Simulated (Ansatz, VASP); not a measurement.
## Ta16H (Ta(100)) in two plane-wave programs

One calculation is typed for both programs; each brings its own data sets and cutoff. How far apart do they land? The structure shown is the end of the VASP relaxation below.

Program: Ansatz 0.2.0. Level of theory: plane waves, with VASP 6.6.1 beside it; single point at PBE. Results are calculated unless marked as measured.

## Step 1: The starting structure

The cell holds 17 atoms: 16 Ta and 1 H. Its edges and angles: a = 6.620 Å, b = 6.620 Å, c = 19.965 Å, α = 90.0°, β = 90.0°, γ = 90.0°. It derives from Ta. As first built, before any earlier steps moved the atoms (in the runner's words): H over the ontop site of Ta(100). Vacuum lies along c.

## Step 2: VASP: relaxation, PBE

This run makes the geometry at which the two programs are then compared.

Lines of VASP's logs that name or quote its potential files are left out, and so is its time.

Contents of INCAR:

```
SYSTEM = Ta16H
PREC = Normal
ENCUT = 320
EDIFF = 1E-05
NELM = 120
ISMEAR = 1
SIGMA = 0.15
LREAL = Auto
ALGO = Fast
GGA = PE
NBANDS = 57
LASPH = .TRUE.
LORBIT = 11
LWAVE = .FALSE.
LCHARG = .FALSE.
KPAR = 2
NCORE = 2
IBRION = 2
NSW = 50
ISIF = 2
EDIFFG = -0.03
POTIM = 0.4
MAXMIX = 40
IDIPOL = 3
LDIPOL = .TRUE.
DIPOL = 0.5 0.5 0.509
```

Contents of POSCAR:

```
Ta16H
1.0
    6.6200000000      0.0000000000      0.0000000000
    0.0000000000      6.6200000000      0.0000000000
    0.0000000000      0.0000000000     19.9650000000
Ta H
16 1
Selective dynamics
Direct
    0.2500000000      0.2500000000      0.3756574000  F F F
    0.7500000000      0.2500000000      0.3756574000  F F F
    0.2500000000      0.7500000000      0.3756574000  F F F
    0.7500000000      0.7500000000      0.3756574000  F F F
    0.0000000000      0.0000000000      0.4585524700  F F F
    0.5000000000      0.0000000000      0.4585524700  F F F
    0.0000000000      0.5000000000      0.4585524700  F F F
    0.5000000000      0.5000000000      0.4585524700  F F F
    0.2500000000      0.2500000000      0.5409614200  T T T
    0.7500000000      0.2500000000      0.5409614200  T T T
    0.2500000000      0.7500000000      0.5409614200  T T T
    0.7500000000      0.7500000000      0.5409614200  T T T
    0.0000000000      0.0000000000      0.6148567300  T T T
    0.5000000000      0.0000000000      0.6148567300  T T T
    0.0000000000      0.5000000000      0.6148567300  T T T
    0.5000000000      0.5000000000      0.6148567300  T T T
    0.0000000000      0.0000000000      0.6924926000  T T T
```

Contents of KPOINTS:

```
Automatic mesh
0
Gamma
4 4 1
0 0 0
```

PAW data sets: Ta and H (PBE family, release 64).

Command:

```sh
$ mpirun -np 4 vasp_std
```

Numbers of over 12 decimals in the logs are rounded to 6 here.

Log:

```text
[banner, memory and clock lines left out]
running    4 mpi-ranks, on    1 nodes
 distrk:  each k-point on    2 cores,    2 groups
 distr:  one band on    2 cores,    1 groups

 POSCAR found type information on POSCAR TaH
 POSCAR found :  2 types and      17 ions
 LDA part: xc-table for (Slater+PW92), standard interpolation
 POSCAR, INCAR and KPOINTS ok, starting setup
 FFT: planning ... GRIDC
 FFT: planning ... GRID_SOFT
 FFT: planning ... GRID
 WAVECAR not read
 entering main loop
       N       E                     dE             d eps       ncg     rms          rms(c)
DAV:   1     0.255206105784E+03    0.25521E+03   -0.20311E+04   684   0.718E+02
DAV:   2    -0.139394576115E+03   -0.39460E+03   -0.36544E+03  1000   0.156E+02
DAV:   3    -0.194719338509E+03   -0.55325E+02   -0.53153E+02   838   0.620E+01
DAV:   4    -0.199320094382E+03   -0.46008E+01   -0.44329E+01  1160   0.154E+01
DAV:   5    -0.199448404685E+03   -0.12831E+00   -0.12656E+00  1080   0.273E+00    0.526E+01
RMM:   6    -0.203711752955E+03   -0.42633E+01   -0.24313E+02   874   0.253E+01    0.275E+01
RMM:   7    -0.265771092711E+03   -0.62059E+02   -0.24051E+02   943   0.247E+01    0.297E+01
RMM:   8    -0.184626393684E+03    0.81145E+02   -0.10627E+02   779   0.197E+01    0.149E+01
RMM:   9    -0.177120226107E+03    0.75062E+01   -0.15375E+01   720   0.106E+01    0.563E+00
RMM:  10    -0.177094633668E+03    0.25592E-01   -0.12156E+01   930   0.635E+00    0.238E+00
RMM:  11    -0.177279366595E+03   -0.18473E+00   -0.24884E+00   980   0.294E+00    0.167E+00
RMM:  12    -0.177336770079E+03   -0.57403E-01   -0.26673E-01   886   0.111E+00    0.134E+00
RMM:  13    -0.177328505031E+03    0.82650E-02   -0.14624E-01   893   0.745E-01    0.796E-01
RMM:  14    -0.177318254215E+03    0.10251E-01   -0.97376E-02   982   0.548E-01    0.376E-01
[...]
RMM:  20    -0.177320045260E+03   -0.20903E-03   -0.33381E-04   909   0.366E-02    0.365E-02
RMM:  21    -0.177320020107E+03    0.25153E-04   -0.10699E-04   755   0.221E-02    0.140E-02
RMM:  22    -0.177320062586E+03   -0.42479E-04   -0.88016E-05   720   0.177E-02    0.866E-03
RMM:  23    -0.177320108229E+03   -0.45643E-04   -0.16452E-05   467   0.994E-03    0.577E-03
RMM:  24    -0.177320179636E+03   -0.71407E-04   -0.19129E-05   453   0.884E-03    0.578E-03
RMM:  25    -0.177320212286E+03   -0.32650E-04   -0.63101E-06   409   0.615E-03    0.335E-03
RMM:  26    -0.177320238790E+03   -0.26504E-04   -0.71755E-06   418   0.625E-03    0.100E-03
RMM:  27    -0.177320248753E+03   -0.99633E-05   -0.44472E-06   395   0.513E-03
   1 F= -.17732025E+03 E0= -.17732368E+03  d E =-.177320E+03
[... from here on, the cycles between the ionic steps are left out ...]
   2 F= -.17773755E+03 E0= -.17773976E+03  d E =-.417304E+00
   5 F= -.17791763E+03 E0= -.17792108E+03  d E =-.120244E+00
   6 F= -.17797343E+03 E0= -.17797686E+03  d E =-.557995E-01
   7 F= -.17803812E+03 E0= -.17804234E+03  d E =-.120495E+00
   8 F= -.17803919E+03 E0= -.17804363E+03  d E =-.121557E+00
   9 F= -.17805491E+03 E0= -.17805913E+03  d E =-.157212E-01
  10 F= -.17805673E+03 E0= -.17806092E+03  d E =-.175476E-01
  11 F= -.17805995E+03 E0= -.17806438E+03  d E =-.321120E-02
  12 F= -.17806091E+03 E0= -.17806556E+03  d E =-.417233E-02
 curvature:  -1.85 expect dE=-0.160E-02 dE for cont linesearch -0.224E-09
 trial: gam= 0.36172 g(F)=  0.865E-03 g(S)=  0.000E+00 ort = 0.608E-06 (trialstep = 0.197E+01)
 search vector abs. value=  0.127E-02
 bond charge predicted
       N       E                     dE             d eps       ncg     rms          rms(c)
DAV:   1    -0.178061596878E+03   -0.69844E-03   -0.34630E-01   686   0.181E+00    0.163E-01
RMM:   2    -0.178060030170E+03    0.15667E-02   -0.31000E-03   718   0.168E-01    0.650E-02
RMM:   3    -0.178060863285E+03   -0.83311E-03   -0.15278E-03   884   0.877E-02    0.504E-02
RMM:   4    -0.178061169115E+03   -0.30583E-03   -0.40120E-04   835   0.451E-02    0.263E-02
RMM:   5    -0.178061420262E+03   -0.25115E-03   -0.26882E-04   841   0.327E-02    0.120E-02
RMM:   6    -0.178061488384E+03   -0.68122E-04   -0.65863E-05   570   0.169E-02    0.879E-03
RMM:   7    -0.178061525530E+03   -0.37147E-04   -0.19951E-05   434   0.106E-02    0.739E-03
RMM:   8    -0.178061542215E+03   -0.16685E-04   -0.85788E-06   408   0.715E-03    0.635E-03
RMM:   9    -0.178061550306E+03   -0.80917E-05   -0.51662E-06   374   0.557E-03
  13 F= -.17806155E+03 E0= -.17806643E+03  d E =-.643823E-03
 trial-energy change:   -0.000644  1 .order   -0.000669   -0.001700    0.000362
 step:   1.6199(harm=  1.6199)  dis= 0.00663  next Energy=  -178.061607 (dE=-0.700E-03)
 reached required accuracy - stopping structural energy minimisation
```

From OUTCAR (step 2):

```text
ion  position               nearest neighbor table
   1  0.250  0.250  0.376-   5 2.87   6 2.87   7 2.87   8 2.87   9 3.30   3 3.31   2 3.31   3 3.31
                             2 3.31
   2  0.750  0.250  0.376-   5 2.87   6 2.87   7 2.87   8 2.87  10 3.30   4 3.31   1 3.31   4 3.31
                             1 3.31
   3  0.250  0.750  0.376-   5 2.87   6 2.87   7 2.87   8 2.87  11 3.30   4 3.31   1 3.31   1 3.31
                             4 3.31
   4  0.750  0.750  0.376-   5 2.87   6 2.87   7 2.87   8 2.87  12 3.30   3 3.31   2 3.31   2 3.31
                             3 3.31
   5  0.000  0.000  0.459-   9 2.86  10 2.86  11 2.86  12 2.86   1 2.87   2 2.87   3 2.87   4 2.87
                            13 3.12   7 3.31   6 3.31   7 3.31   6 3.31
   6  0.500  0.000  0.459-   9 2.86  10 2.86  11 2.86  12 2.86   1 2.87   2 2.87   3 2.87   4 2.87
                            14 3.12   8 3.31   5 3.31   8 3.31   5 3.31
   7  0.000  0.500  0.459-   9 2.86  10 2.86  11 2.86  12 2.86   1 2.87   2 2.87   3 2.87   4 2.87
                            15 3.12   8 3.31   5 3.31   5 3.31   8 3.31
   8  0.500  0.500  0.459-   9 2.86  10 2.86  11 2.86  12 2.86   1 2.87   2 2.87   3 2.87   4 2.87
                            16 3.12   7 3.31   6 3.31   6 3.31   7 3.31
   9  0.250  0.250  0.541-  13 2.77  14 2.77  15 2.77  16 2.77   5 2.86   6 2.86   7 2.86   8 2.86
                             1 3.30  10 3.31  11 3.31  11 3.31  10 3.31
  10  0.750  0.250  0.541-  13 2.77  14 2.77  15 2.77  16 2.77   5 2.86   6 2.86   7 2.86   8 2.86
                             2 3.30   9 3.31  12 3.31  12 3.31   9 3.31
  11  0.250  0.750  0.541-  13 2.77  14 2.77  15 2.77  16 2.77   5 2.86   6 2.86   7 2.86   8 2.86
                             3 3.30   9 3.31  12 3.31   9 3.31  12 3.31
  12  0.750  0.750  0.541-  13 2.77  14 2.77  15 2.77  16 2.77   5 2.86   6 2.86   7 2.86   8 2.86
                             4 3.30  10 3.31  11 3.31  10 3.31  11 3.31
  13  0.000  0.000  0.615-  17 1.55  10 2.77  11 2.77  12 2.77   9 2.77   5 3.12  15 3.31  14 3.31
                            15 3.31  14 3.31
  14  0.500  0.000  0.615-   9 2.77  10 2.77  11 2.77  12 2.77   6 3.12  13 3.31  16 3.31  16 3.31
                            13 3.31
  15  0.000  0.500  0.615-   9 2.77  10 2.77  11 2.77  12 2.77   7 3.12  13 3.31  16 3.31  13 3.31
                            16 3.31
  16  0.500  0.500  0.615-   9 2.77  10 2.77  11 2.77  12 2.77   8 3.12  14 3.31  15 3.31  14 3.31
                            15 3.31
  17  0.000  0.000  0.692-  13 1.55

  LATTYP: Found a simple tetragonal cell.
 ALAT       =     6.6200000000
 C/A-ratio  =     3.0158610272

 Subroutine GETGRP returns: Found  8 space group operations
 (whereof  8 operations were pure point group operations)

The static configuration has the point symmetry C_4v.

 Found      6 irreducible k-points:

   k-points           NKPTS =      6   k-points in BZ     NKDIM =      6   number of bands    NBANDS=     57

   dimension x,y,z NGX =    30 NGY =   30 NGZ =   90
   dimension x,y,z NGXF=    60 NGYF=   60 NGZF=  180

   ENCUT  =  320.0 eV  23.52 Ry    4.85 a.u.   9.66  9.66 29.12*2*pi/ulx,y,z

   NELECT =      81.0000    total number of electrons

 k-points in reciprocal lattice and weights: Automatic mesh
   0.00000000  0.00000000  0.00000000       0.062
   0.25000000  0.00000000  0.00000000       0.250
   0.50000000  0.00000000  0.00000000       0.125
   0.25000000  0.25000000  0.00000000       0.250
   0.50000000  0.25000000  0.00000000       0.250
   0.50000000  0.50000000  0.00000000       0.062

 dipolmoment           0.000000      0.000000      0.100792 electrons x Angstroem

 average (electrostatic) potential at core
       1 -42.7808       2 -42.7808       3 -42.7808       4 -42.7808       5 -41.7439
       6 -41.8149       7 -41.8149       8 -41.8056       9 -41.4748      10 -41.4748
      11 -41.4748      12 -41.4748      13 -42.5407      14 -42.4940      15 -42.4940
      16 -42.3635      17 -35.5068

 E-fermi :  -0.6136

 k-point     1 :       0.0000    0.0000    0.0000
  band No.  band energies     occupation
    ...
     35      -0.7137      1.89621
     36      -0.6745      1.62817
     37      -0.6745      1.62817
     38      -0.6692      1.58235
     39      -0.6282      1.16414
     40      -0.5230      0.15645
     41      -0.5021      0.05172
     42      -0.4419     -0.06869
     43      -0.4419     -0.06869
     44      -0.2543     -0.00365
    ...

 k-point     2 :       0.2500    0.0000    0.0000
  band No.  band energies     occupation
    ...
     36      -0.8869      2.02718
     37      -0.8469      2.05027
     38      -0.7705      2.05854
     39      -0.6814      1.68522
     40      -0.5847      0.68043
     41      -0.5217      0.14876
     42      -0.4301     -0.07092
     43      -0.2415     -0.00253
     44      -0.1637     -0.00019
     45      -0.1311     -0.00005
    ...

 k-point     3 :       0.5000    0.0000    0.0000
  band No.  band energies     occupation
    ...
     37      -1.2084      2.00000
     38      -1.0141      2.00105
     39      -0.9612      2.00503
     40      -0.9606      2.00512
     41      -0.7213      1.93214
     42      -0.4690     -0.04185
     43      -0.3437     -0.02895
     44      -0.3153     -0.01658
     45      -0.3150     -0.01649
     46      -0.1337     -0.00006
    ...

  Total      -20.5426964    -20.5426964     -6.1652519      0.0000000      0.0000000      0.0000000
  in kB      -37.6168770    -37.6168770    -11.2895366      0.0000000      0.0000000      0.0000000
  external PRESSURE =     -28.8410969 kB  Pullay stress =       0.0000000 kB

  energy-cutoff  :      320.00
  volume of cell :      874.95
      direct lattice vectors                 reciprocal lattice vectors
     6.620000000  0.000000000  0.000000000     0.151057402  0.000000000  0.000000000
     0.000000000  6.620000000  0.000000000     0.000000000  0.151057402  0.000000000
     0.000000000  0.000000000 19.965000000     0.000000000  0.000000000  0.050087653

 POSITION                                       TOTAL-FORCE (eV/Angst)
 -----------------------------------------------------------------------------------
      1.65500      1.65500      7.50000        -0.053212     -0.053212      0.829923
      4.96500      1.65500      7.50000         0.053212     -0.053212      0.829923
      1.65500      4.96500      7.50000        -0.053212      0.053212      0.829923
      4.96500      4.96500      7.50000         0.053212      0.053212      0.829923
      0.00000      0.00000      9.15500        -0.000000      0.000000     -1.117451
      3.31000      0.00000      9.15500        -0.000000      0.000000     -0.699531
      0.00000      3.31000      9.15500        -0.000000      0.000000     -0.699531
      3.31000      3.31000      9.15500        -0.000000      0.000000     -0.846317
      1.64198      1.64198     10.80300         0.000303      0.000303      0.013005
      4.97802      1.64198     10.80300        -0.000303      0.000303      0.013005
      1.64198      4.97802     10.80300         0.000303     -0.000303      0.013005
      4.97802      4.97802     10.80300        -0.000303     -0.000303      0.013005
      0.00000      0.00000     12.45277         0.000000      0.000000     -0.026669
      3.31000      0.00000     12.27010        -0.000000      0.000000     -0.017082
      0.00000      3.31000     12.27010        -0.000000      0.000000     -0.017082
      3.31000      3.31000     12.20403        -0.000000      0.000000      0.023871
      0.00000      0.00000     14.28813         0.000000      0.000000      0.028081
 -----------------------------------------------------------------------------------
    total drift:                                0.000000      0.000000     -0.011481

  FREE ENERGIE OF THE ION-ELECTRON SYSTEM (eV)
  ---------------------------------------------------
  free  energy   TOTEN  =      -178.0615503065 eV

  energy  without entropy=     -178.0761793745  energy(sigma->0) =     -178.06642666

 reached required accuracy - stopping structural energy minimisation

 vacuum level on the upper side and lower side of the slab         3.707         3.256

 total charge
# of ion       s       p       d       tot
------------------------------------------
    1        0.692   0.459   2.999   4.150
    2        0.692   0.459   2.999   4.150
    3        0.692   0.459   2.999   4.150
    4        0.692   0.459   2.999   4.150
    5        0.711   0.731   3.329   4.772
    6        0.711   0.750   3.304   4.764
    7        0.711   0.750   3.304   4.764
    8        0.709   0.750   3.304   4.763
    9        0.727   0.738   3.464   4.929
   10        0.727   0.738   3.464   4.929
   11        0.727   0.738   3.464   4.929
   12        0.727   0.738   3.464   4.929
   13        0.715   0.625   3.007   4.347
   14        0.732   0.486   3.145   4.363
   15        0.732   0.486   3.145   4.363
   16        0.739   0.502   3.188   4.430
   17        0.538   0.006   0.000   0.544
--------------------------------------------------
tot         11.975   9.872  51.580  73.427

[... 3 further parts left out ...]
```

CONTCAR:

```
Ta16H
   1.00000000000000
     6.6200000000000001    0.0000000000000000    0.0000000000000000
     0.0000000000000000    6.6200000000000001    0.0000000000000000
     0.0000000000000000    0.0000000000000000   19.9649999999999999
  Ta              H
    16     1
Selective dynamics
Direct
     0.2500000000000000    0.2500000000000000    0.3756574000000015   F   F   F
     0.7500000000000000    0.2500000000000000    0.3756574000000015   F   F   F
     0.2500000000000000    0.7500000000000000    0.3756574000000015   F   F   F
     0.7500000000000000    0.7500000000000000    0.3756574000000015   F   F   F
     0.0000000000000000    0.0000000000000000    0.4585524700000008   F   F   F
     0.5000000000000000    0.0000000000000000    0.4585524700000008   F   F   F
     0.0000000000000000    0.5000000000000000    0.4585524700000008   F   F   F
     0.5000000000000000    0.5000000000000000    0.4585524700000008   F   F   F
     0.2480335580794913    0.2480335580794913    0.5410970592862683   T   T   T
     0.7519664419205087    0.2480335580794913    0.5410970592862683   T   T   T
     0.2480335580794913    0.7519664419205087    0.5410970592862683   T   T   T
     0.7519664419205087    0.7519664419205087    0.5410970592862683   T   T   T
     0.0000000000000000    0.0000000000000000    0.6237300887696163   T   T   T
     0.5000000000000000    0.0000000000000000    0.6145807154223802   T   T   T
     0.0000000000000000    0.5000000000000000    0.6145807154223802   T   T   T
     0.5000000000000000    0.5000000000000000    0.6112712767772562   T   T   T
     0.0000000000000000    0.0000000000000000    0.7156586561068757   T   T   T
```

The data set Ta keeps the semicore shell frozen, which is cheaper and a little less accurate. The run keeps the 8 symmetry operations of its start, so it cannot find a distortion of lower symmetry.

(Continued in part 2 of 2.)

[Lines on the potential files, build, host, timing and source positions are cut from VASP's logs without a mark.]

[Logs are printed without paths, hosts, clocks, repeated set-up lines and the standing remarks that a program may print on its own settings, such as how far it seeks lower states.]

[Hosts, paths, dates, database ids (printed as entryN), source tags and the programs' standing remarks are cut or masked in the printed files.]
